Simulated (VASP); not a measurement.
**Fe2O3 (Hematite): magnetic orders**

Is Fe2O3 (Hematite) a ferromagnet or an antiferromagnet at this level? The start is a cell from a database of measured crystal structures.

Calculated with VASP 6.6.1; r2SCAN, DFT+U (Fe d 6 eV), spin-polarised from a ferromagnetic start; plane waves and PAW (Fe, O), in the first sound run; inputs show where later runs differ.

### Step 1. Set-up

It takes space group R-3c (No. 167, trigonal). Conventional cell: a = 5.038 Å, b = 5.038 Å, c = 13.772 Å, α = 90.00°, β = 90.00°, γ = 120.00°. Nearest to Fe lie 6 O at 1.95 to 2.12 Å. O has 4 Fe at 1.95 to 2.12 Å nearest. Farther neighbours and most contacts between anions are not listed.

Coordinates:

```
Fe O
1.0
     2.51900    1.45435    4.59067
    -2.51900    1.45435    4.59067
     0.00000   -2.90869    4.59067
Fe O
4 6
Direct
  0.35530 0.35530 0.35530
  0.14470 0.14470 0.14470
  0.64470 0.64470 0.64470
  0.85530 0.85530 0.85530
  0.55590 0.25000 0.94410
  0.25000 0.94410 0.55590
  0.94410 0.55590 0.25000
  0.44410 0.75000 0.05590
  0.75000 0.05590 0.44410
  0.05590 0.44410 0.75000
```

### Step 2. Relax in the ferromagnetic state

All later runs share one geometry, relaxed here from a start with parallel moments; where they turned over, the text says so.

Contents of INCAR:

```
SYSTEM = Fe2O3
PREC = Normal
ENCUT = 480
EDIFF = 1E-05
NELM = 120
ISMEAR = 0
SIGMA = 0.05
LREAL = .FALSE.
ALGO = Normal
METAGGA = R2SCAN
LASPH = .TRUE.
NBANDS = 49
ISPIN = 2
MAGMOM = 3 3 3 3 0 0 0 0 0 0
LDAU = .TRUE.
LDAUTYPE = 2
LDAUL = 2 -1
LDAUU = 6 0
LDAUJ = 0 0
LDAUPRINT = 1
LMAXMIX = 4
LORBIT = 11
LWAVE = .FALSE.
LCHARG = .FALSE.
KPAR = 2
IBRION = 2
NSW = 30
ISIF = 3
EDIFFG = -0.02
POTIM = 0.4
```

Contents of POSCAR:

```
Fe2O3
1.0
    2.5190000000      1.4543453281      4.5906666667
   -2.5190000000      1.4543453281      4.5906666667
    0.0000000000     -2.9086906562      4.5906666667
Fe O
4 6
Direct
    0.3553000000      0.3553000000      0.3553000000
    0.1447000000      0.1447000000      0.1447000000
    0.6447000000      0.6447000000      0.6447000000
    0.8553000000      0.8553000000      0.8553000000
    0.5559000000      0.2500000000      0.9441000000
    0.2500000000      0.9441000000      0.5559000000
    0.9441000000      0.5559000000      0.2500000000
    0.4441000000      0.7500000000      0.0559000000
    0.7500000000      0.0559000000      0.4441000000
    0.0559000000      0.4441000000      0.7500000000
```

Contents of KPOINTS:

```
Automatic mesh
0
Gamma
4 4 4
0 0 0
```

Potentials, in the order of the species: Fe and O (PBE family, release 64).

On the command line:

```bash
> mpirun -np 2 vasp_std
```

Output:

```text
[banner, memory and clock lines left out]
running    2 mpi-ranks, on    1 nodes
 distrk:  each k-point on    1 cores,    2 groups
 distr:  one band on    1 cores,    1 groups

 POSCAR found type information on POSCAR FeO
 POSCAR found :  2 types and      10 ions
|                                                                             |
|               ----> ADVICE to this user running VASP <----                  |
|                                                                             |
|     You enforced a specific xc type in the INCAR file but a different       |
|     [... a line on the potential file left out ...]
|     I HOPE YOU KNOW WHAT YOU ARE DOING!                                     |
|                                                                             |

 LDA part: xc-table for (None), standard interpolation
 POSCAR, INCAR and KPOINTS ok, starting setup
 FFT: planning ... GRIDC
 FFT: planning ... GRID_SOFT
 FFT: planning ... GRID
 WAVECAR not read
 entering main loop
       N       E                     dE             d eps       ncg     rms          rms(c)
DAV:   1     0.774057208652E+03    0.77406E+03   -0.30454E+04  2548   0.160E+03
DAV:   2     0.995002453267E+01   -0.76411E+03   -0.69156E+03  2656   0.424E+02
DAV:   3    -0.128686619658E+03   -0.13864E+03   -0.13245E+03  2914   0.204E+02
DAV:   4    -0.134749025837E+03   -0.60624E+01   -0.60252E+01  3200   0.462E+01
DAV:   5    -0.134899081885E+03   -0.15006E+00   -0.14980E+00  3120   0.694E+00    0.580E+01
DAV:   6    -0.969238739160E+02    0.37975E+02   -0.15999E+02  3511   0.155E+02    0.965E+01
DAV:   7    -0.101817194476E+03   -0.48933E+01   -0.24718E+01  2943   0.304E+01    0.600E+01
DAV:   8    -0.101832381270E+03   -0.15187E-01   -0.29939E+00  3830   0.187E+01    0.417E+01
DAV:   9    -0.101975980413E+03   -0.14360E+00   -0.90890E-01  2662   0.111E+01    0.801E+00
DAV:  10    -0.102004246612E+03   -0.28266E-01   -0.22643E-01  3663   0.446E+00    0.359E+00
DAV:  11    -0.102011497229E+03   -0.72506E-02   -0.11020E-01  3072   0.324E+00    0.184E+00
DAV:  12    -0.102012268584E+03   -0.77136E-03   -0.10389E-01  3125   0.344E+00    0.617E-01
DAV:  13    -0.102013473713E+03   -0.12051E-02   -0.20800E-02  3384   0.884E-01    0.436E-01
DAV:  14    -0.102013508154E+03   -0.34441E-04   -0.14283E-03  2830   0.403E-01    0.294E-01
DAV:  15    -0.102013582603E+03   -0.74450E-04   -0.84244E-04  3333   0.378E-01    0.295E-01
DAV:  16    -0.102013681184E+03   -0.98580E-04   -0.34791E-04  3130   0.282E-01    0.113E-01
DAV:  17    -0.102013654978E+03    0.26205E-04   -0.24137E-04  3155   0.123E-01    0.258E-02
DAV:  18    -0.102013667320E+03   -0.12342E-04   -0.34962E-05  1947   0.388E-02    0.108E-02
DAV:  19    -0.102013666271E+03    0.10498E-05   -0.17896E-06  1407   0.133E-02
   1 F= -.10201367E+03 E0= -.10201367E+03  d E =-.102014E+03  mag=    20.0000
 curvature:   0.00 expect dE= 0.000E+00 dE for cont linesearch  0.000E+00
 trial: gam= 0.00000 g(F)=  0.637E-01 g(S)=  0.218E-01 ort = 0.000E+00 (trialstep = 0.100E+01)
 search vector abs. value=  0.855E-01
 bond charge predicted
       N       E                     dE             d eps       ncg     rms          rms(c)
DAV:   1    -0.101768176441E+03    0.24549E+00   -0.12852E+01  2574   0.175E+01    0.365E+00
DAV:   2    -0.102018357099E+03   -0.25018E+00   -0.48473E-01  2887   0.449E+00    0.195E+00
DAV:   3    -0.102068158234E+03   -0.49801E-01   -0.34020E-02  3239   0.168E+00    0.112E+00
DAV:   4    -0.102067338822E+03    0.81941E-03   -0.39277E-03  3350   0.821E-01    0.805E-01
DAV:   5    -0.102067403977E+03   -0.65155E-04   -0.17361E-03  3188   0.286E-01    0.349E-01
DAV:   6    -0.102067478936E+03   -0.74959E-04   -0.41583E-04  3449   0.210E-01    0.277E-01
DAV:   7    -0.102067515335E+03   -0.36399E-04   -0.14048E-04  3229   0.138E-01    0.495E-02
DAV:   8    -0.102067511883E+03    0.34514E-05   -0.14889E-05  1940   0.445E-02
   2 F= -.10206751E+03 E0= -.10206751E+03  d E =-.538456E-01  mag=    20.0000
[...]
3 F= -.10207053E+03 E0= -.10207053E+03  d E =-.568622E-01  mag=    20.0000
[...]
4 F= -.10207233E+03 E0= -.10207233E+03  d E =-.180339E-02  mag=    20.0000
[...]
5 F= -.10207305E+03 E0= -.10207305E+03  d E =-.252542E-02  mag=    20.0000
 curvature:  -0.39 expect dE=-0.383E-03 dE for cont linesearch -0.639E-07
 trial: gam= 0.11057 g(F)=  0.325E-03 g(S)=  0.668E-03 ort =-0.382E-04 (trialstep = 0.984E+00)
 search vector abs. value=  0.109E-02
 bond charge predicted
       N       E                     dE             d eps       ncg     rms          rms(c)
DAV:   1    -0.102072112462E+03    0.93552E-03   -0.12246E-01  2554   0.176E+00    0.305E-01
DAV:   2    -0.102073489374E+03   -0.13769E-02   -0.32594E-03  3367   0.398E-01    0.168E-01
DAV:   3    -0.102073842274E+03   -0.35290E-03   -0.20989E-04  3313   0.115E-01    0.785E-02
DAV:   4    -0.102073792327E+03    0.49947E-04   -0.10884E-04  3378   0.893E-02    0.357E-02
DAV:   5    -0.102073806274E+03   -0.13948E-04   -0.31880E-05  2245   0.388E-02    0.177E-02
DAV:   6    -0.102073805064E+03    0.12106E-05   -0.27446E-06  1344   0.123E-02
   6 F= -.10207381E+03 E0= -.10207381E+03  d E =-.751187E-03  mag=    20.0000
 trial-energy change:   -0.000751  1 .order   -0.000762   -0.000973   -0.000552
 step:   2.2728(harm=  2.2728)  dis= 0.00411  next Energy=  -102.074178 (dE=-0.112E-02)
 reached required accuracy - stopping structural energy minimisation
```

The job ended after 4.9 min (2 MPI ranks of Intel Xeon 6975P-C (Granite Rapids), shared host; peak memory 0.48 GiB; 9.7 min of CPU time).

The logs omit lines about the potential files and the build; timing stands in the text.

[end of part 1 of 6]

[Lines on the potential files, build, host, timing and source positions are cut from VASP's logs without a mark.]

[Logs are printed without paths, hosts, clocks, repeated set-up lines and the standing remarks that a program may print on its own settings, such as how far it seeks lower states.]

[Hosts, paths, dates, database ids (printed as entryN), source tags and the programs' standing remarks are cut or masked in the printed files.]

[In band tables of VASP the shares of atoms and orbitals are scaled to a sum of 1 inside the atoms' spheres.]

[Runs that stopped without an error message from VASP are left out.]
